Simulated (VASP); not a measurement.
Output of a VASP run:

File OUTCAR:
```
 ion  position               nearest neighbor table
   1  0.000  0.000  0.449-   5 2.54   6 2.54   5 2.54   6 2.54   5 2.54   6 2.54   3 2.54   4 2.54
                             4 2.54   3 2.54   3 2.54   4 2.54   2 3.53
   2  0.000  0.000  0.653-   5 2.54   6 2.54   5 2.54   6 2.54   5 2.54   6 2.54   1 3.53
   3  0.667  0.333  0.347-   4 1.83   4 1.83   4 1.83   1 2.54   1 2.54   1 2.54
   4  0.333  0.667  0.347-   3 1.83   3 1.83   3 1.83   1 2.54   1 2.54   1 2.54
   5  0.667  0.333  0.551-   6 1.83   6 1.83   6 1.83   1 2.54   1 2.54   1 2.54   2 2.54   2 2.54
                             2 2.54
   6  0.333  0.667  0.551-   5 1.83   5 1.83   5 1.83   1 2.54   1 2.54   1 2.54   2 2.54   2 2.54
                             2 2.54
  LATTYP: Found a hexagonal cell.
 ALAT       =     3.1700000000
 C/A-ratio  =     5.4558359621
 Subroutine PRICEL returns:
 Original cell was already a primitive cell.
 Subroutine GETGRP returns: Found 12 space group operations
The static configuration has the point symmetry C_6v.
The dynamic configuration has the point symmetry C_6v.
 Subroutine INISYM returns: Found 12 space group operations
 Subroutine IBZKPT returns following result:
 Found     14 irreducible k-points:

 Following reciprocal coordinates:
            Coordinates               Weight
  0.000000  0.000000  0.000000      1.000000
  0.100000 -0.000000  0.000000      6.000000
  0.200000 -0.000000  0.000000      6.000000
  0.300000  0.000000  0.000000      6.000000
  0.400000  0.000000  0.000000      6.000000
  0.500000  0.000000  0.000000      3.000000
  0.100000  0.100000  0.000000      6.000000
  0.200000  0.100000  0.000000     12.000000
  0.300000  0.100000  0.000000     12.000000
  0.400000  0.100000  0.000000     12.000000
  0.200000  0.200000  0.000000      6.000000
  0.300000  0.200000  0.000000     12.000000
  0.400000  0.200000  0.000000      6.000000
  0.300000  0.300000  0.000000      6.000000
   k-points           NKPTS =     14   k-points in BZ     NKDIM =     14   number of bands    NBANDS=     22
   number of dos      NEDOS =    301   number of ions     NIONS =      6
   total plane-waves  NPLWV =  69120
   dimension x,y,z NGX =    24 NGY =   24 NGZ =  120
   dimension x,y,z NGXF=    48 NGYF=   48 NGZF=  240
   ions per type =               2   4
   PREC   = accura    normal or accurate (medium, high low for compatibility)
   ISTART =      0    job   : 0-new  1-cont  2-samecut
   ICHARG =      2    charge: 1-file 2-atom 10-const
   ISPIN  =      1    spin polarized calculation?
   LNONCOLLINEAR =      F non collinear calculations
   LSORBIT =      F    spin-orbit coupling
   INIWAV =      1    electr: 0-lowe 1-rand  2-diag
   ENCUT  =  400.0 eV  29.40 Ry    5.42 a.u.   5.17  5.17 28.20*2*pi/ulx,y,z
   NELM   =    100;   NELMIN=  2; NELMDL= -5     # of ELM steps
   EDIFF  = 0.1E-05   stopping-criterion for ELM
   LREAL  =      F    real-space projection
   NLSPLINE    = F    spline interpolate recip. space projectors
   LMAXMIX     =    4 max onsite mixed and CHGCAR
   VOSKOWN=      0    Vosko Wilk Nusair interpolation
   EDIFFG = 0.1E-04   stopping-criterion for IOM
   NSW    =      0    number of steps for IOM
   NBLOCK =      1;   KBLOCK =      1    inner block; outer block
   IBRION =     -1    ionic relax: 0-MD 1-quasi-New 2-CG
   NFREE  =      0    steps in history (QN), initial steepest desc. (CG)
   ISIF   =      2    stress and relaxation
   ISYM   =      2    0-nonsym 1-usesym 2-fastsym
   TEIN   =    0.0    initial temperature
   TEBEG  =    0.0;   TEEND  =   0.0 temperature during run
   SMASS  =  -3.00    Nose mass-parameter (am)
   PSTRESS=    0.0 pullay stress
   NELECT =      36.0000    total number of electrons
   EFERMI =   0.00;   METHOD = LEGACY
   ISMEAR =    -1;   SIGMA  =   0.10  broadening in eV -4-tet -1-fermi 0-gaus
   IALGO  =     38    algorithm
   LDIAG  =      T    sub-space diagonalisation (order eigenvalues)
   IMIX   =      4    mixing-type and parameters
     AMIX     =   0.40;   BMIX     =  1.00
     AMIX_MAG =   1.60;   BMIX_MAG =  1.00
     AMIN     =   0.10
   GGA     = PE    functional components
   VOSKOWN =     0    Vosko Wilk Nusair interpolation
...
```

### OSZICAR
```
       N       E                     dE             d eps       ncg     rms          rms(c)
DAV:   1     0.241055159075E+03    0.24106E+03   -0.16763E+04   720   0.120E+03
DAV:   2    -0.304160589622E+02   -0.27147E+03   -0.26655E+03   752   0.345E+02
DAV:   3    -0.530698478268E+02   -0.22654E+02   -0.22382E+02  1056   0.771E+01
DAV:   4    -0.544092340744E+02   -0.13394E+01   -0.13342E+01   978   0.173E+01
DAV:   5    -0.544536513850E+02   -0.44417E-01   -0.44344E-01   920   0.249E+00    0.268E+01
DAV:   6    -0.554783584581E+02   -0.10247E+01   -0.16462E+02   804   0.352E+01    0.139E+01
DAV:   7    -0.498320191822E+02    0.56463E+01   -0.14530E+02   882   0.383E+01    0.985E+00
DAV:   8    -0.465070322772E+02    0.33250E+01   -0.25425E+01   806   0.168E+01    0.597E+00
DAV:   9    -0.457957092813E+02    0.71132E+00   -0.66152E+00   834   0.896E+00    0.200E+00
DAV:  10    -0.457490205915E+02    0.46689E-01   -0.97408E-01   908   0.334E+00    0.109E+00
DAV:  11    -0.457433011987E+02    0.57194E-02   -0.17515E-01   880   0.141E+00    0.779E-01
DAV:  12    -0.457419351162E+02    0.13661E-02   -0.14180E-01   774   0.136E+00    0.551E-01
DAV:  13    -0.457339938551E+02    0.79413E-02   -0.38749E-02   790   0.559E-01    0.164E-01
DAV:  14    -0.457337546456E+02    0.23921E-03   -0.39457E-03   842   0.234E-01    0.980E-02
DAV:  15    -0.457334286363E+02    0.32601E-03   -0.39505E-03   850   0.201E-01    0.775E-02
DAV:  16    -0.457335702833E+02   -0.14165E-03   -0.33532E-03   784   0.167E-01    0.706E-02
DAV:  17    -0.457336424182E+02   -0.72135E-04   -0.11252E-03   780   0.114E-01    0.271E-02
DAV:  18    -0.457338866220E+02   -0.24420E-03   -0.11648E-04   780   0.437E-02    0.204E-02
DAV:  19    -0.457341459321E+02   -0.25931E-03   -0.23552E-04   834   0.446E-02    0.186E-02
DAV:  20    -0.457341743008E+02   -0.28369E-04   -0.35597E-05   654   0.199E-02    0.539E-03
DAV:  21    -0.457342025674E+02   -0.28267E-04   -0.36997E-06   560   0.759E-03    0.217E-03
DAV:  22    -0.457342065361E+02   -0.39687E-05   -0.72322E-07   504   0.358E-03    0.802E-04
DAV:  23    -0.457342075819E+02   -0.10458E-05   -0.30886E-07   460   0.217E-03    0.280E-04
DAV:  24    -0.457342077573E+02   -0.17536E-06   -0.63518E-08   392   0.113E-03
   1 F= -.45734208E+02 E0= -.45659900E+02  d E =-.148616E+00
```

### OUTCAR
```
------------------------ aborting loop because EDIFF is reached ----------------------------------------
  FORCE on cell =-STRESS in cart. coord.  units (eV):
  Direction    XX          YY          ZZ          XY          YZ          ZX
  --------------------------------------------------------------------------------------
  Total       -2.4510745     -2.4510753     -2.5320639      0.0000000      0.0000000     -0.0000000
  in kB      -26.0913949    -26.0914038    -26.9535173      0.0000000      0.0000000     -0.0000000
  external PRESSURE =     -26.3787720 kB  Pullay stress =       0.0000000 kB
  volume of cell :      150.51
      direct lattice vectors                 reciprocal lattice vectors
     3.170000000  0.000000000  0.000000000     0.315457413  0.182129391  0.000000000
    -1.585000000  2.745301000  0.000000000     0.000000000  0.364258783  0.000000000
     0.000000000  0.000000000 17.295000000     0.000000000  0.000000000  0.057820179
 POSITION                                       TOTAL-FORCE (eV/Angst)
 -----------------------------------------------------------------------------------
      0.00000      0.00000      7.76501        -0.000000      0.000000     -0.976765
      0.00000      0.00000     11.29500        -0.000000      0.000000     -0.599031
      1.58500      0.91510      6.00000        -0.000000      0.000000      0.438653
     -0.00000      1.83020      6.00000         0.000000     -0.000000      0.438653
      1.58500      0.91510      9.52999        -0.000000      0.000000      0.349245
     -0.00000      1.83020      9.52999         0.000000     -0.000000      0.349245
 -----------------------------------------------------------------------------------
    total drift:                                0.000000      0.000000     -0.000426
  FREE ENERGIE OF THE ION-ELECTRON SYSTEM (eV)
  ---------------------------------------------------
  free  energy   TOTEN  =       -45.7342077573 eV

  energy  without entropy=      -45.5855918537  energy(sigma->0) =      -45.65989981
```
(Selected blocks of OUTCAR.)

### POSCAR
```
ZrB2
1
    3.1700000000     0.0000000000     0.0000000000
   -1.5850000000     2.7453010000     0.0000000000
    0.0000000000     0.0000000000    17.2950000000
Zr B
2 4
Direct
  0.0000000000   0.0000000000   0.4489740000
  0.0000000000   0.0000000000   0.6530790000
  0.6666670000   0.3333330000   0.3469210000
  0.3333330000   0.6666670000   0.3469210000
  0.6666670000   0.3333330000   0.5510260000
  0.3333330000   0.6666670000   0.5510260000
```

Question: Reconstruct the remaining input files.

Answer: One answer among several that fit: the input of the run itself, PBE GGA, plane waves, VASP's PBE PAW potentials (set 64).

INCAR:
```
! general
SYSTEM   =  ZrB2
PREC     =  Accurate
ENCUT    =  400
LREAL    =  .FALSE.
LASPH    =  .TRUE.

! electronic loop
EDIFF    =  1E-6
NELM     =  100
ALGO     =  Normal
LMAXMIX  =  4

! smearing
ISMEAR   =  -1
SIGMA    =  0.1

! functional
GGA      =  PE

! ions
ISIF     =  2

! output
LWAVE    =  .FALSE.
LCHARG   =  .FALSE.
```

### KPOINTS
```
Automatic mesh
0
G
 10 10 1
0 0 0
```

POTCAR, in this order: Zr_sv B (PBE.64 set). Program: vasp_std.

At this cut-off the stress carries a Pulay error, which pulls relaxed volumes low. The cell holds a wide vacuum, so values per volume refer to the whole cell.

The cell is a sheet with vacuum, built from a generated structure.
